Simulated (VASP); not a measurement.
These are PBEsol GGA, VASP's PBE PAW potentials (set 64) (plane waves; VASP) values and carry that method's errors.

The input files of a VASP run:

KPOINTS:
```
kpoints
0
Gamma
  5 4 1
```

POSCAR:
```
AgBr(110) slab
1
    4.0121223742    -0.0000000000    -0.0000000000
   -0.0000000000     5.6739980528     0.0000000000
    0.0000000000     0.0000000000    26.7867953363
Ag Br
6 6
Direct
  0.0000000000   0.0000000000   0.3127750000
  0.5000000000   0.5000000000   0.3876650000
  0.0000000000   0.0000000000   0.4625550000
  0.5000000000   0.5000000000   0.5374450000
  0.0000000000   0.0000000000   0.6123350000
  0.5000000000   0.5000000000   0.6872250000
  0.5000000000   0.0000000000   0.3876650000
  0.0000000000   0.5000000000   0.3127750000
  0.5000000000   0.0000000000   0.5374450000
  0.0000000000   0.5000000000   0.4625550000
  0.5000000000   0.0000000000   0.6872250000
  0.0000000000   0.5000000000   0.6123350000
```

### INCAR
```
SYSTEM  =  AgBr(110) slab
PREC  =  Normal; ENCUT  =  400; LREAL  =  .FALSE.
LASPH  =  .TRUE.
EDIFF  =  1E-5; NELM  =  100; NELMIN  =  4
ALGO  =  Normal; LMAXMIX  =  4
ISMEAR  =  0; SIGMA  =  0.05
GGA  =  PS
IBRION  =  2; NSW  =  50; ISIF  =  2
EDIFFG  =  -0.03
LWAVE  =  .TRUE.; LCHARG  =  .FALSE.
DIPOL  =  0.5 0.5 0.5
LDIPOL  =  .TRUE.; IDIPOL  =  3
```

POTCAR, in this order: Ag Br (PBE.64 set). Program: vasp_std.

What VASP printed:

### OSZICAR
```
...
DAV:   1    -0.330481569108E+02    0.66647E-01   -0.11143E+02  1152   0.355E+01    0.195E+00
DAV:   2    -0.331496932436E+02   -0.10154E+00   -0.10698E+00  1288   0.464E+00    0.880E-01
DAV:   3    -0.331494345612E+02    0.25868E-03   -0.16393E-02  1328   0.638E-01    0.531E-01
DAV:   4    -0.331486938723E+02    0.74069E-03   -0.41584E-03  1296   0.273E-01    0.191E-01
DAV:   5    -0.331487555718E+02   -0.61699E-04   -0.62976E-04  1312   0.951E-02    0.710E-02
DAV:   6    -0.331487187351E+02    0.36837E-04   -0.60931E-05  1216   0.369E-02    0.326E-02
DAV:   7    -0.331487215650E+02   -0.28298E-05   -0.50428E-05  1168   0.234E-02
   5 F= -.33148722E+02 E0= -.33148722E+02  d E =-.853349E-01
       N       E                     dE             d eps       ncg     rms          rms(c)
DAV:   1    -0.331520187779E+02   -0.33000E-02   -0.51121E+00  1152   0.768E+00    0.339E-01
DAV:   2    -0.331573852769E+02   -0.53665E-02   -0.56805E-02  1272   0.103E+00    0.148E-01
DAV:   3    -0.331573396887E+02    0.45588E-04   -0.76967E-04  1328   0.131E-01    0.108E-01
DAV:   4    -0.331572928642E+02    0.46825E-04   -0.13498E-04  1320   0.708E-02    0.613E-02
DAV:   5    -0.331572987251E+02   -0.58609E-05   -0.78825E-05  1344   0.423E-02
   6 F= -.33157299E+02 E0= -.33157299E+02  d E =-.857716E-02
       N       E                     dE             d eps       ncg     rms          rms(c)
DAV:   1    -0.331254886627E+02    0.31804E-01   -0.46202E+01  1152   0.231E+01    0.107E+00
DAV:   2    -0.331749063982E+02   -0.49418E-01   -0.52520E-01  1264   0.312E+00    0.445E-01
DAV:   3    -0.331743773230E+02    0.52908E-03   -0.71854E-03  1344   0.407E-01    0.321E-01
DAV:   4    -0.331739107760E+02    0.46655E-03   -0.11109E-03  1328   0.183E-01    0.197E-01
DAV:   5    -0.331738191983E+02    0.91578E-04   -0.57760E-04  1384   0.130E-01    0.490E-02
DAV:   6    -0.331738435714E+02   -0.24373E-04   -0.13547E-04  1288   0.453E-02    0.230E-02
DAV:   7    -0.331738463865E+02   -0.28151E-05   -0.31810E-06   792   0.858E-03
   7 F= -.33173846E+02 E0= -.33173846E+02  d E =-.251248E-01
       N       E                     dE             d eps       ncg     rms          rms(c)
DAV:   1    -0.329606229168E+02    0.21322E+00   -0.18732E+02  1152   0.470E+01    0.236E+00
DAV:   2    -0.331712222802E+02   -0.21060E+00   -0.22461E+00  1280   0.640E+00    0.957E-01
DAV:   3    -0.331684359925E+02    0.27863E-02   -0.31843E-02  1328   0.910E-01    0.668E-01
DAV:   4    -0.331668198767E+02    0.16161E-02   -0.46785E-03  1312   0.308E-01    0.452E-01
DAV:   5    -0.331661224682E+02    0.69741E-03   -0.18514E-03  1336   0.267E-01    0.186E-01
DAV:   6    -0.331661758733E+02   -0.53405E-04   -0.97027E-04  1328   0.127E-01    0.279E-02
DAV:   7    -0.331662049595E+02   -0.29086E-04   -0.13175E-04  1264   0.403E-02    0.273E-02
DAV:   8    -0.331662152057E+02   -0.10246E-04   -0.54539E-06   856   0.144E-02    0.178E-02
DAV:   9    -0.331662451241E+02   -0.29918E-04   -0.13376E-05   840   0.124E-02    0.536E-03
DAV:  10    -0.331662512861E+02   -0.61621E-05   -0.20582E-06   864   0.562E-03
   8 F= -.33166251E+02 E0= -.33166251E+02  d E =-.175297E-01
       N       E                     dE             d eps       ncg     rms          rms(c)
DAV:   1    -0.330972715434E+02    0.68974E-01   -0.77481E+01  1152   0.300E+01    0.137E+00
DAV:   2    -0.331791920574E+02   -0.81921E-01   -0.87005E-01  1288   0.402E+00    0.666E-01
DAV:   3    -0.331783930098E+02    0.79905E-03   -0.11713E-02  1328   0.536E-01    0.469E-01
DAV:   4    -0.331774776849E+02    0.91532E-03   -0.24671E-03  1264   0.268E-01    0.278E-01
DAV:   5    -0.331774354498E+02    0.42235E-04   -0.13750E-03  1344   0.184E-01    0.618E-02
DAV:   6    -0.331774458686E+02   -0.10419E-04   -0.28795E-04  1264   0.651E-02    0.373E-02
DAV:   7    -0.331774465637E+02   -0.69506E-06   -0.10950E-05   864   0.169E-02
   9 F= -.33177447E+02 E0= -.33177447E+02  d E =-.287250E-01
       N       E                     dE             d eps       ncg     rms          rms(c)
DAV:   1    -0.331724455558E+02    0.50003E-02   -0.13045E+01  1152   0.123E+01    0.645E-01
DAV:   2    -0.331870310521E+02   -0.14585E-01   -0.15293E-01  1264   0.168E+00    0.302E-01
DAV:   3    -0.331869398079E+02    0.91244E-04   -0.18358E-03  1328   0.185E-01    0.206E-01
DAV:   4    -0.331868006058E+02    0.13920E-03   -0.40512E-04  1264   0.831E-02    0.110E-01
DAV:   5    -0.331868046196E+02   -0.40138E-05   -0.16525E-04  1304   0.449E-02    0.283E-02
DAV:   6    -0.331868009591E+02    0.36605E-05   -0.12529E-05   864   0.137E-02
  10 F= -.33186801E+02 E0= -.33186801E+02  d E =-.935440E-02
       N       E                     dE             d eps       ncg     rms          rms(c)
DAV:   1    -0.330676458887E+02    0.11916E+00   -0.11845E+02  1152   0.373E+01    0.194E+00
DAV:   2    -0.332048843380E+02   -0.13724E+00   -0.14493E+00  1288   0.516E+00    0.930E-01
DAV:   3    -0.332036626496E+02    0.12217E-02   -0.17939E-02  1320   0.623E-01    0.629E-01
DAV:   4    -0.332024105034E+02    0.12521E-02   -0.29881E-03  1296   0.214E-01    0.404E-01
DAV:   5    -0.332021158597E+02    0.29464E-03   -0.14923E-03  1320   0.150E-01    0.147E-01
DAV:   6    -0.332021791748E+02   -0.63315E-04   -0.20507E-04  1296   0.592E-02    0.440E-02
DAV:   7    -0.332022069324E+02   -0.27758E-04   -0.13606E-05   840   0.171E-02    0.343E-02
DAV:   8    -0.332022626740E+02   -0.55742E-04   -0.32129E-05  1040   0.190E-02    0.102E-02
DAV:   9    -0.332022928330E+02   -0.30159E-04   -0.60646E-06   872   0.881E-03    0.357E-03
DAV:  10    -0.332023198337E+02   -0.27001E-04   -0.21952E-06   824   0.399E-03    0.299E-03
DAV:  11    -0.332023651210E+02   -0.45287E-04   -0.59894E-06   856   0.535E-03    0.109E-03
DAV:  12    -0.332023742544E+02   -0.91334E-05   -0.10101E-06   888   0.222E-03
  11 F= -.33202374E+02 E0= -.33202374E+02  d E =-.249277E-01
       N       E                     dE             d eps       ncg     rms          rms(c)
DAV:   1    -0.331897328687E+02    0.12632E-01   -0.12344E+01  1152   0.120E+01    0.651E-01
DAV:   2    -0.332034991563E+02   -0.13766E-01   -0.14454E-01  1288   0.164E+00    0.299E-01
DAV:   3    -0.332034084176E+02    0.90739E-04   -0.17424E-03  1328   0.181E-01    0.204E-01
DAV:   4    -0.332032671299E+02    0.14129E-03   -0.37428E-04  1280   0.796E-02    0.109E-01
DAV:   5    -0.332032649085E+02    0.22214E-05   -0.14797E-04  1328   0.426E-02    0.275E-02
DAV:   6    -0.332032670548E+02   -0.21463E-05   -0.10625E-05   808   0.129E-02
  12 F= -.33203267E+02 E0= -.33203267E+02  d E =-.258205E-01
       N       E                     dE             d eps       ncg     rms          rms(c)
DAV:   1    -0.331874162005E+02    0.15849E-01   -0.26577E+01  1152   0.174E+01    0.714E-01
DAV:   2    -0.332099626010E+02   -0.22546E-01   -0.23556E-01  1256   0.221E+00    0.336E-01
DAV:   3    -0.332098372070E+02    0.12539E-03   -0.27723E-03  1320   0.238E-01    0.225E-01
DAV:   4    -0.332096571446E+02    0.18006E-03   -0.75561E-04  1288   0.108E-01    0.987E-02
DAV:   5    -0.332096826465E+02   -0.25502E-04   -0.19335E-04  1344   0.472E-02    0.222E-02
DAV:   6    -0.332096753268E+02    0.73197E-05   -0.38961E-05  1120   0.241E-02
  13 F= -.33209675E+02 E0= -.33209675E+02  d E =-.640827E-02
       N       E                     dE             d eps       ncg     rms          rms(c)
DAV:   1    -0.332027384254E+02    0.69442E-02   -0.98600E+00  1152   0.106E+01    0.440E-01
DAV:   2    -0.332110556155E+02   -0.83172E-02   -0.86858E-02  1264   0.134E+00    0.205E-01
DAV:   3    -0.332110109746E+02    0.44641E-04   -0.10208E-03  1320   0.143E-01    0.137E-01
DAV:   4    -0.332109432099E+02    0.67765E-04   -0.29484E-04  1288   0.680E-02    0.563E-02
DAV:   5    -0.332109524284E+02   -0.92185E-05   -0.69739E-05  1256   0.283E-02
  14 F= -.33210952E+02 E0= -.33210952E+02  d E =-.768537E-02
```

**OUTCAR**
```
------------------------ aborting loop because EDIFF is reached ----------------------------------------
  FORCE on cell =-STRESS in cart. coord.  units (eV):
  Direction    XX          YY          ZZ          XY          YZ          ZX
  --------------------------------------------------------------------------------------
  Total        0.9529824     -5.0281765     -0.3247503      0.0000000      0.0000000      0.0000000
  in kB        2.5038675    -13.2110393     -0.8532496      0.0000000      0.0000000      0.0000000
  external PRESSURE =      -3.8534738 kB  Pullay stress =       0.0000000 kB
  volume of cell :      609.80
      direct lattice vectors                 reciprocal lattice vectors
     4.012122374  0.000000000  0.000000000     0.249244641  0.000000000  0.000000000
     0.000000000  5.673998053  0.000000000     0.000000000  0.176242570  0.000000000
     0.000000000  0.000000000 26.786795336     0.000000000  0.000000000  0.037331827
 POSITION                                       TOTAL-FORCE (eV/Angst)
 -----------------------------------------------------------------------------------
      0.00000      0.00000      8.68611         0.000000      0.000000      0.000143
      2.00606      2.83700     10.16785         0.000000      0.000000      0.002766
      0.00000      0.00000     12.55419         0.000000      0.000000      0.010042
      2.00606      2.83700     14.23261         0.000000      0.000000     -0.010042
      0.00000      0.00000     16.61895         0.000000      0.000000     -0.002766
      2.00606      2.83700     18.10068         0.000000      0.000000     -0.000143
      2.00606      0.00000     10.49681         0.000000      0.000000     -0.018001
      0.00000      2.83700      8.28623         0.000000      0.000000      0.003922
      2.00606      0.00000     14.48316         0.000000      0.000000      0.017848
      0.00000      2.83700     12.30364         0.000000      0.000000     -0.017848
      2.00606      0.00000     18.50057         0.000000      0.000000     -0.003922
      0.00000      2.83700     16.28998         0.000000      0.000000      0.018001
 -----------------------------------------------------------------------------------
    total drift:                               -0.000000      0.000000      0.000000
  FREE ENERGIE OF THE ION-ELECTRON SYSTEM (eV)
  ---------------------------------------------------
  free  energy   TOTEN  =       -33.2109524284 eV

  energy  without entropy=      -33.2109524284  energy(sigma->0) =      -33.21095243

 reached required accuracy - stopping structural energy minimisation
```
(Selected blocks of OUTCAR.)

**CONTCAR**
```
AgBr(110) slab
   1.00000000000000
     4.0121223741999996    0.0000000000000000    0.0000000000000000
     0.0000000000000000    5.6739980528000000    0.0000000000000000
     0.0000000000000000    0.0000000000000000   26.7867953362999991
  Ag              Br
     6     6
Direct
     0.0000000000000000    0.0000000000000000    0.3242684328770533
     0.5000000000000000    0.5000000000000000    0.3795843192470172
     0.0000000000000000    0.0000000000000000    0.4686707014828924
     0.5000000000000000    0.5000000000000000    0.5313292985171078
     0.0000000000000000    0.0000000000000000    0.6204156807529824
     0.5000000000000000    0.5000000000000000    0.6757315671229465
     0.5000000000000000    0.0000000000000000    0.3918651168336593
     0.0000000000000000    0.5000000000000000    0.3093400409000416
     0.5000000000000000    0.0000000000000000    0.5406826437154584
     0.0000000000000000    0.5000000000000000    0.4593173562845416
     0.5000000000000000    0.0000000000000000    0.6906599590999583
     0.0000000000000000    0.5000000000000000    0.6081348831663408
```

The cell is a thin slab with vacuum, built from AgBr (rock salt): (110) face.
